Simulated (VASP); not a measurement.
Method: rev-vdW-DF2, VASP's PBE PAW potentials (set 64) (plane waves; VASP).

A VASP calculation is set up with these files.

File KPOINTS:
```
k-points along high-symmetry lines
15
Line-mode
Reciprocal
  0.000000   0.000000   0.000000 ! GAMMA
  0.000000   0.500000   0.000000 ! X

  0.000000   0.500000   0.000000 ! X
  0.500000   0.500000   0.000000 ! M

  0.500000   0.500000   0.000000 ! M
  0.000000   0.000000   0.000000 ! GAMMA

  0.000000   0.000000   0.000000 ! GAMMA
  0.500000   0.500000   0.500000 ! R

  0.500000   0.500000   0.500000 ! R
  0.000000   0.500000   0.000000 ! X

  0.500000   0.500000   0.500000 ! R
  0.500000   0.500000   0.000000 ! M
```

POSCAR:
```
BaZrO3
1
    4.2135212211     0.0000000000    -0.0000000000
   -0.0000000000     4.2135212211    -0.0000000000
    0.0000000000     0.0000000000     4.2135212211
Ba Zr O
1 1 3
Direct
  0.0000000000   0.0000000000   0.0000000000
  0.5000000000   0.5000000000   0.5000000000
  0.5000000000   0.0000000000   0.5000000000
  0.0000000000   0.5000000000   0.5000000000
  0.5000000000   0.5000000000   0.0000000000
```

INCAR:
```
AGGAC = 0.0
ALGO = Normal
EDIFF = 1E-7
ENCUT = 520
GGA = MK
ICHARG = 11
ISMEAR = 0
LASPH = .TRUE.
LCHARG = .FALSE.
LMAXMIX = 4
LORBIT = 11
LREAL = .FALSE.
LUSE_VDW = .TRUE.
LWAVE = .FALSE.
NELM = 100
PARAM1 = 0.1234568
PARAM2 = 0.7114
PREC = Accurate
SIGMA = 0.05
SYSTEM = BaZrO3
ZAB_VDW = -1.8867
```

POTCAR, in this order: Ba_sv Zr_sv O (PBE.64 set). Program: vasp_std. Read from the step before: CHGCAR.

Output

OSZICAR:
```
       N       E                     dE             d eps       ncg     rms          rms(c)
DAV:   1     0.327914552704E+03    0.32791E+03   -0.22344E+04  4320   0.164E+03
DAV:   2    -0.928730839612E+01   -0.33720E+03   -0.33249E+03  5528   0.388E+02
DAV:   3    -0.324234814385E+02   -0.23136E+02   -0.23031E+02  7480   0.906E+01
DAV:   4    -0.329245579428E+02   -0.50108E+00   -0.50090E+00  5712   0.122E+01
DAV:   5    -0.329398640306E+02   -0.15306E-01   -0.15306E-01  6592   0.149E+00
DAV:   6    -0.329400627983E+02   -0.19877E-03   -0.19877E-03  5768   0.180E-01
DAV:   7    -0.329400664014E+02   -0.36031E-05   -0.36031E-05  6616   0.207E-02
DAV:   8    -0.329400664563E+02   -0.54869E-07   -0.54866E-07  5728   0.263E-03
   1 F= -.32940066E+02 E0= -.32940066E+02  d E =-.211465E-21
```

File OUTCAR:
```
 val. band max:        3.5355938594   @ k =   0.5000   0.5000   0.5000

 cond. band min:       6.6957882993   @ k =   0.0000   0.0000   0.0000



 k-point     1 :       0.0000    0.0000    0.0000
  band No.  band energies     occupation
      1     -43.5500      2.00000
      2     -21.7781      2.00000
      3     -21.7009      2.00000
      4     -21.7009      2.00000
      5     -21.7009      2.00000
      6     -12.6997      2.00000
      7     -12.3997      2.00000
      8     -12.3997      2.00000
      9      -6.9010      2.00000
     10      -6.9010      2.00000
     11      -6.9010      2.00000
     12       2.0650      2.00000
     13       2.0650      2.00000
     14       2.0650      2.00000
     15       2.5699      2.00000
     16       2.5699      2.00000
     17       2.5699      2.00000
     18       3.2976      2.00000
     19       3.2976      2.00000
     20       3.2976      2.00000
     21       6.6958      0.00000
     22       6.6958      0.00000
     23       6.6958      0.00000
     24       8.1555      0.00000

 k-point     2 :       0.0000    0.0357    0.0000
  band No.  band energies     occupation
      1     -43.5499      2.00000
      2     -21.7850      2.00000
      3     -21.7008      2.00000
      4     -21.7008      2.00000
      5     -21.6962      2.00000
      6     -12.6976      2.00000
      7     -12.3993      2.00000
      8     -12.3936      2.00000
      9      -6.9002      2.00000
     10      -6.9002      2.00000
     11      -6.8985      2.00000
     12       2.0455      2.00000
     13       2.0609      2.00000
     14       2.0609      2.00000
     15       2.5567      2.00000
     16       2.5567      2.00000
     17       2.5596      2.00000
     18       3.2591      2.00000
     19       3.2923      2.00000
     20       3.2923      2.00000
     21       6.7003      0.00000
     22       6.7263      0.00000
     23       6.7263      0.00000
     24       8.1771      0.00000

...
```

The density is held fixed in this step, so its total energy and stress have no physical meaning. Unless said otherwise, spin-orbit coupling is left out, though it shifts the bands of the heavy elements here.

The compound is BaZrO3 in the cubic perovskite structure. It was relaxed first.
